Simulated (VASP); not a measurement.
Calculation: rev-vdW-DF2, VASP's PBE PAW potentials (set 64) (plane waves; VASP).

Input for VASP

### KPOINTS
```
Automatic mesh
0
Gamma
5 5 7
0 0 0
```

POSCAR:
```
MgH2
1
    4.5765521623     0.0000000000     0.0000000000
    0.0000000000     4.5765521623     0.0000000000
    0.0000000000     0.0000000000     3.0580231480
Mg H
2 4
Direct
  1.0000000000   0.0000000000   1.0000000000
  0.5000000000   0.5000000000   0.5000000000
  0.3042068298   0.3042068298   0.0000000000
  0.8042068298   0.1957931702   0.5000000000
  0.1957931702   0.8042068298   0.5000000000
  0.6957931702   0.6957931702   1.0000000000
```

**INCAR**
```
SYSTEM = MgH2
PREC = Accurate
ENCUT = 520
EDIFF = 1E-7
NELM = 100
ALGO = Normal
LREAL = .FALSE.
LASPH = .TRUE.
ISMEAR = 0
SIGMA = 0.05
GGA = MK
PARAM1 = 0.1234568
PARAM2 = 0.7114
ZAB_VDW = -1.8867
LUSE_VDW = .TRUE.
AGGAC = 0.0
LWAVE = .FALSE.
LCHARG = .FALSE.
ISIF = 4
IBRION = 2
NSW = 30
EDIFFG = -0.01
```

POTCAR, in this order: Mg H (PBE.64 set). Program: vasp_std.

What VASP printed:

OUTCAR:
```
 ion  position               nearest neighbor table
   1  0.000  0.000  0.000-   3 1.97   6 1.97   5 1.99   4 1.99   4 1.99   5 1.99   2 3.58   2 3.58
                             2 3.58   2 3.58   2 3.58   2 3.58   2 3.58   2 3.58
   2  0.500  0.500  0.500-   4 1.97   5 1.97   3 1.99   6 1.99   3 1.99   6 1.99   1 3.58   1 3.58
                             1 3.58   1 3.58   1 3.58   1 3.58   1 3.58   1 3.58
   3  0.304  0.304  0.000-   1 1.97   2 1.99   2 1.99
   4  0.804  0.196  0.500-   2 1.97   1 1.99   1 1.99
   5  0.196  0.804  0.500-   2 1.97   1 1.99   1 1.99
   6  0.696  0.696  0.000-   1 1.97   2 1.99   2 1.99
  LATTYP: Found a simple tetragonal cell.
 ALAT       =     4.5765521623
 C/A-ratio  =     0.6681936619
 Subroutine PRICEL returns:
 Original cell was already a primitive cell.
 Subroutine GETGRP returns: Found 16 space group operations
The static configuration has the point symmetry D_2h.
 The point group associated with its full space group is D_4h.
The dynamic configuration has the point symmetry D_2h.
 Subroutine INISYM returns: Found 16 space group operations
 Subroutine IBZKPT returns following result:
 Found     24 irreducible k-points:

 Following reciprocal coordinates:
            Coordinates               Weight
  0.000000  0.000000  0.000000      1.000000
...
```

OSZICAR:
```
       N       E                     dE             d eps       ncg     rms          rms(c)
DAV:   1     0.630380278553E+01    0.63038E+01   -0.33161E+03   384   0.778E+02
DAV:   2    -0.158926240558E+02   -0.22196E+02   -0.21174E+02   520   0.832E+01
DAV:   3    -0.167142976705E+02   -0.82167E+00   -0.82167E+00   496   0.234E+01
DAV:   4    -0.167160609923E+02   -0.17633E-02   -0.17633E-02   576   0.110E+00
DAV:   5    -0.167160625168E+02   -0.15245E-05   -0.15244E-05   520   0.327E-02    0.672E+00
DAV:   6    -0.156898573477E+02    0.10262E+01   -0.92483E-01   384   0.572E+00    0.337E+00
DAV:   7    -0.153551252002E+02    0.33473E+00   -0.11268E+00   416   0.673E+00    0.522E-01
DAV:   8    -0.153647616078E+02   -0.96364E-02   -0.19671E-02   416   0.112E+00    0.933E-02
DAV:   9    -0.153646376331E+02    0.12397E-03   -0.88287E-04   584   0.225E-01    0.176E-02
DAV:  10    -0.153646560929E+02   -0.18460E-04   -0.28806E-05   456   0.527E-02    0.100E-02
DAV:  11    -0.153646555389E+02    0.55401E-06   -0.59392E-06   512   0.129E-02    0.141E-03
DAV:  12    -0.153646555384E+02    0.48325E-09   -0.15091E-07   432   0.351E-03
   1 F= -.15364656E+02 E0= -.15364656E+02  d E =-.153647E+02
       N       E                     dE             d eps       ncg     rms          rms(c)
DAV:   1    -0.153653442171E+02   -0.68868E-03   -0.48272E-03   504   0.522E-01    0.305E-02
DAV:   2    -0.153653413273E+02    0.28898E-05   -0.33038E-05   408   0.500E-02    0.188E-02
DAV:   3    -0.153653404768E+02    0.85046E-06   -0.19524E-05   472   0.288E-02    0.207E-03
DAV:   4    -0.153653405227E+02   -0.45941E-07   -0.35366E-07   440   0.487E-03
   2 F= -.15365341E+02 E0= -.15365341E+02  d E =-.684984E-03
       N       E                     dE             d eps       ncg     rms          rms(c)
DAV:   1    -0.153661919390E+02   -0.85146E-03   -0.38712E-02   488   0.148E+00    0.863E-02
DAV:   2    -0.153661661526E+02    0.25786E-04   -0.26688E-04   400   0.142E-01    0.533E-02
DAV:   3    -0.153661571244E+02    0.90283E-05   -0.15895E-04   472   0.819E-02    0.592E-03
DAV:   4    -0.153661576350E+02   -0.51069E-06   -0.28274E-06   448   0.138E-02    0.317E-03
DAV:   5    -0.153661580115E+02   -0.37644E-06   -0.54109E-07   432   0.559E-03    0.292E-04
DAV:   6    -0.153661580205E+02   -0.90379E-08   -0.94103E-09   216   0.830E-04
   3 F= -.15366158E+02 E0= -.15366158E+02  d E =-.150248E-02
```

File OUTCAR:
```
------------------------ aborting loop because EDIFF is reached ----------------------------------------
  FORCE on cell =-STRESS in cart. coord.  units (eV):
  Direction    XX          YY          ZZ          XY          YZ          ZX
  --------------------------------------------------------------------------------------
  Total       -1.0104090     -1.0104090     -1.0090237      0.0000000      0.0000000      0.0000000
  in kB      -25.2749431    -25.2749431    -25.2402894      0.0000000      0.0000000      0.0000000
  external PRESSURE =     -25.2633919 kB  Pullay stress =       0.0000000 kB
  volume of cell :       64.05
      direct lattice vectors                 reciprocal lattice vectors
     4.594397448  0.000000000  0.000000000     0.217656398  0.000000000  0.000000000
     0.000000000  4.594397448  0.000000000     0.000000000  0.217656398  0.000000000
     0.000000000  0.000000000  3.034313699     0.000000000  0.000000000  0.329563815
 POSITION                                       TOTAL-FORCE (eV/Angst)
 -----------------------------------------------------------------------------------
      0.00000      0.00000      0.00000         0.000000      0.000000     -0.000000
      2.29720      2.29720      1.51716         0.000000      0.000000     -0.000000
      1.39888      1.39888      0.00000        -0.001934     -0.001934     -0.000000
      3.69608      0.89832      1.51716        -0.001934      0.001934     -0.000000
      0.89832      3.69608      1.51716         0.001934     -0.001934     -0.000000
      3.19551      3.19551      0.00000         0.001934      0.001934      0.000000
 -----------------------------------------------------------------------------------
    total drift:                                0.000000      0.000000     -0.000000
  FREE ENERGIE OF THE ION-ELECTRON SYSTEM (eV)
  ---------------------------------------------------
  free  energy   TOTEN  =       -15.3661580205 eV

  energy  without entropy=      -15.3661580205  energy(sigma->0) =      -15.36615802

 reached required accuracy - stopping structural energy minimisation
```
(Selected blocks of OUTCAR.)

CONTCAR:
```
MgH2
   1.00000000000000
     4.5943974478010468    0.0000000000000000    0.0000000000000000
     0.0000000000000000    4.5943974478010468    0.0000000000000000
     0.0000000000000000    0.0000000000000000    3.0343136994940143
  Mg              H
     2     4
Direct
     0.0000000000000000    0.0000000000000000    0.0000000000000000
     0.5000000000000000    0.5000000000000000    0.5000000000000000
     0.3044759596266111    0.3044759596266111    0.0000000000000000
     0.8044759596266111    0.1955240403733889    0.5000000000000000
     0.1955240403733889    0.8044759596266111    0.5000000000000000
     0.6955240403733889    0.6955240403733889    0.0000000000000000
```

**OUTCAR**
```
 val. band max:       -0.9461499830   @ k =   0.2000   0.0000   0.1429

 cond. band min:       3.0727983958   @ k =   0.4000   0.4000   0.4286


 Fermi energy:        -0.7119016967

 k-point     1 :       0.0000    0.0000    0.0000
  band No.  band energies     occupation
      1      -7.0320      2.00000
      2      -2.2857      2.00000
      3      -2.2857      2.00000
      4      -1.3222      2.00000
      5       3.9757      0.00000
      6       4.0305      0.00000
      7       8.0601      0.00000
      8       8.0601      0.00000

 k-point     2 :       0.2000    0.0000    0.0000
  band No.  band energies     occupation
      1      -6.7793      2.00000
      2      -3.3724      2.00000
      3      -2.1178      2.00000
      4      -0.9503      2.00000
      5       3.8436      0.00000
      6       5.0133      0.00000
      7       6.6268      0.00000
      8       8.7074      0.00000

 k-point     3 :       0.4000    0.0000    0.0000
  band No.  band energies     occupation
      1      -6.0343      2.00000
      2      -4.8487      2.00000
      3      -1.6642      2.00000
      4      -1.1268      2.00000
      5       4.0342      0.00000
      6       5.0206      0.00000
      7       7.5091      0.00000
      8       9.9622      0.00000

 k-point     4 :       0.2000    0.2000    0.0000
  band No.  band energies     occupation
      1      -6.5300      2.00000
      2      -3.4562      2.00000
      3      -2.7733      2.00000
      4      -0.9804      2.00000
      5       4.3700      0.00000
      6       5.3089      0.00000
      7       7.0292      0.00000
      8       8.6205      0.00000

 k-point     5 :       0.4000    0.2000    0.0000
  band No.  band energies     occupation
      1      -5.7983      2.00000
      2      -4.6516      2.00000
      3      -2.4277      2.00000
      4      -1.6350      2.00000
      5       4.9486      0.00000
      6       5.8616      0.00000
      7       7.7877      0.00000
...
```

The compound is MgH2 in the rutile structure. This cell is one point of a volume scan, at 1.06 of the reference volume. Symmetry was kept, so distortions that lower it aren't found.
